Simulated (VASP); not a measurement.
Method: LDA (Ceperley-Alder, Perdew-Zunger), VASP's LDA PAW potentials (set 64) (plane waves; VASP).

VASP input:

KPOINTS:
```
Automatic mesh
0
Gamma
18 18 4
0 0 0
```

INCAR:
```
SYSTEM = WS2
PREC = Accurate
ENCUT = 400
EDIFF = 1E-7
NELM = 100
ALGO = Normal
LREAL = .FALSE.
LASPH = .TRUE.
ISMEAR = 0
SIGMA = 0.01
LMAXMIX = 6
LWAVE = .FALSE.
LCHARG = .FALSE.
LOPTICS = .TRUE.
NBANDS = 93
NEDOS = 1001
CSHIFT = 0.1
```

**POSCAR**
```
WS2
1
    3.1305695942     0.0000000000    -0.0000000000
   -1.5652847971     2.7111524066     0.0000000000
   -0.0000000000     0.0000000000    12.1683002034
W S
2 4
Direct
  0.3333330000   0.6666670000   0.2500000000
  0.6666670000   0.3333330000   0.7500000000
  0.3333330000   0.6666670000   0.6215475425
  0.6666670000   0.3333330000   0.3784524575
  0.6666670000   0.3333330000   0.1215475425
  0.3333330000   0.6666670000   0.8784524575
```

POTCAR, in this order: W_sv S (LDA.64 set). Program: vasp_std.

The resulting files:

OSZICAR:
```
       N       E                     dE             d eps       ncg     rms          rms(c)
DAV:   1     0.468301577353E+03    0.46830E+03   -0.17468E+04 20910   0.465E+02
DAV:   2    -0.230438053405E+02   -0.49135E+03   -0.46241E+03 22928   0.179E+02
DAV:   3    -0.548426789604E+02   -0.31799E+02   -0.30982E+02 24314   0.496E+01
DAV:   4    -0.551539487374E+02   -0.31127E+00   -0.31102E+00 23756   0.474E+00
DAV:   5    -0.551561217234E+02   -0.21730E-02   -0.21728E-02 24055   0.405E-01    0.404E+01
DAV:   6    -0.529410276235E+02    0.22151E+01   -0.11238E+00 23892   0.685E+00    0.172E+01
DAV:   7    -0.527182557560E+02    0.22277E+00   -0.46991E-01 22147   0.307E+00    0.757E+00
DAV:   8    -0.525351848051E+02    0.18307E+00   -0.19212E-01 22206   0.207E+00    0.135E+00
DAV:   9    -0.525252711949E+02    0.99136E-02   -0.31915E-02 23202   0.646E-01    0.372E-01
DAV:  10    -0.525252419647E+02    0.29230E-04   -0.16171E-03 23720   0.931E-02    0.288E-01
DAV:  11    -0.525252025061E+02    0.39459E-04   -0.60160E-05 23567   0.324E-02    0.163E-01
DAV:  12    -0.525251530192E+02    0.49487E-04   -0.35747E-05 22841   0.197E-02    0.828E-02
DAV:  13    -0.525251483430E+02    0.46761E-05   -0.60997E-06 23780   0.122E-02    0.189E-02
DAV:  14    -0.525251481111E+02    0.23187E-06   -0.14938E-06 23048   0.303E-03    0.102E-02
DAV:  15    -0.525251480635E+02    0.47613E-07   -0.82657E-08 15852   0.102E-03
   1 F= -.52525148E+02 E0= -.52525148E+02  d E =-.422703E-68
 imaginary and real dielectric function
```

OUTCAR:
```
------------------------ aborting loop because EDIFF is reached ----------------------------------------
  FORCE on cell =-STRESS in cart. coord.  units (eV):
  Direction    XX          YY          ZZ          XY          YZ          ZX
  --------------------------------------------------------------------------------------
  Total       -0.0992437     -0.0992437     -0.0632626      0.0000000     -0.0000000      0.0000000
  in kB       -1.5395951     -1.5395946     -0.9814093      0.0000000     -0.0000000      0.0000000
  external PRESSURE =      -1.3535330 kB  Pullay stress =       0.0000000 kB
  volume of cell :      103.28
      direct lattice vectors                 reciprocal lattice vectors
     3.130569594  0.000000000  0.000000000     0.319430688  0.184423420  0.000000000
    -1.565284797  2.711152407  0.000000000     0.000000000  0.368846841  0.000000000
     0.000000000  0.000000000 12.168300203     0.000000000  0.000000000  0.082180747
 POSITION                                       TOTAL-FORCE (eV/Angst)
 -----------------------------------------------------------------------------------
     -0.00000      1.80744      3.04208        -0.000000      0.000000      0.000000
      1.56529      0.90372      9.12623         0.000000     -0.000000      0.000000
     -0.00000      1.80744      7.56318        -0.000000      0.000000      0.000504
      1.56529      0.90372      4.60512        -0.000000     -0.000000     -0.000504
      1.56529      0.90372      1.47903         0.000000     -0.000000      0.000504
     -0.00000      1.80744     10.68927        -0.000000      0.000000     -0.000504
 -----------------------------------------------------------------------------------
    total drift:                                0.000616     -0.000356      0.000785
  FREE ENERGIE OF THE ION-ELECTRON SYSTEM (eV)
  ---------------------------------------------------
  free  energy   TOTEN  =       -52.5251480635 eV

  energy  without entropy=      -52.5251480635  energy(sigma->0) =      -52.52514806

 plasma frequency squared (from intraband transitions) (eV^2)
  --------------------------------------------------------------------------------------
       0.000       0.000       0.000
      -0.000       0.000       0.000
       0.000      -0.000       0.000

 plasma frequency squared (from interband transitions, int dw w eps(2)(w)) (eV^2)
  --------------------------------------------------------------------------------------
     607.845       0.000       0.000       0.000       0.000       0.000
       0.000      -0.000     607.845       0.000      -0.000       0.000
       0.000      -0.000      -0.000      -0.000     610.266       0.000
```
(Selected blocks of OUTCAR.)

The structure comes from a computed database's WS2 entry (P6_3/mmc); how it stands against other phases isn't given here. It was relaxed first, which changed the volume by -9 %.
